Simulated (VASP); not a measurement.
An input for Quantum ESPRESSO's pw.x (written as the equivalent of a VASP run, and not itself run):

```
&CONTROL
  calculation = 'vc-relax'
  pseudo_dir = './pseudo'
  outdir = './out'
  tprnfor = .true.
  tstress = .true.
  nstep = 40
  forc_conv_thr = 0.00039
/
&SYSTEM
  ibrav = 0
  nat = 2
  ntyp = 2
  ecutwfc = 74
  occupations = 'smearing'
  smearing = 'gaussian'
  degauss = 0.003675
  input_dft = 'pbesol'
/
&ELECTRONS
  conv_thr = 7.3e-09
  electron_maxstep = 100
/
&IONS
/
&CELL
  press = 200
/
ATOMIC_SPECIES
  Li 6.940 Li.upf
  H 1.008 H.upf
CELL_PARAMETERS angstrom
    -0.0000000    1.7917334    1.7917334
     1.7917334    0.0000000    1.7917334
     1.7917334    1.7917334   -0.0000000
ATOMIC_POSITIONS crystal
  Li   0.0000000  0.0000000  0.0000000
  H    0.5000000  0.5000000  0.5000000
K_POINTS automatic
  10 10 10 0 0 0
```

### Question
Translate this input to VASP (INCAR, KPOINTS, POSCAR, choice of POTCAR).

### Answer
One answer among several that fit: 
POSCAR:
```
LiH
1
   -0.0000000000     1.7917333542     1.7917333542
    1.7917333542     0.0000000000     1.7917333542
    1.7917333542     1.7917333542    -0.0000000000
Li H
1 1
Direct
  0.0000000000   0.0000000000   0.0000000000
  0.5000000000   0.5000000000   0.5000000000
```

KPOINTS:
```
K-points
0
gamma
 10 10 10
```

### INCAR
```
SYSTEM = LiH
PREC = Accurate
ENCUT = 600
EDIFF = 1E-7
NELM = 100
ALGO = Normal
LREAL = .FALSE.
LASPH = .TRUE.
ISMEAR = 0
SIGMA = 0.05
GGA = PS
LWAVE = .FALSE.
LCHARG = .FALSE.
ISIF = 3
IBRION = 2
NSW = 40
EDIFFG = -0.01
PSTRESS = 200
```

POTCAR, in this order: Li_sv H (PBE.64 set). Program: vasp_std.

Limits of the translation: the potentials are each code's own (VASP's PAW set, PseudoDojo norm-conserving files in pw.x), so ENCUT and ecutwfc are chosen apart and not converted; conv_thr bounds pw.x's estimated SCF error, while EDIFF bounds the energy change between steps; forc_conv_thr acts on force components and is met together with etot_conv_thr.

The compound is LiH in the rock salt structure. It was relaxed first under an external pressure of 20 GPa.
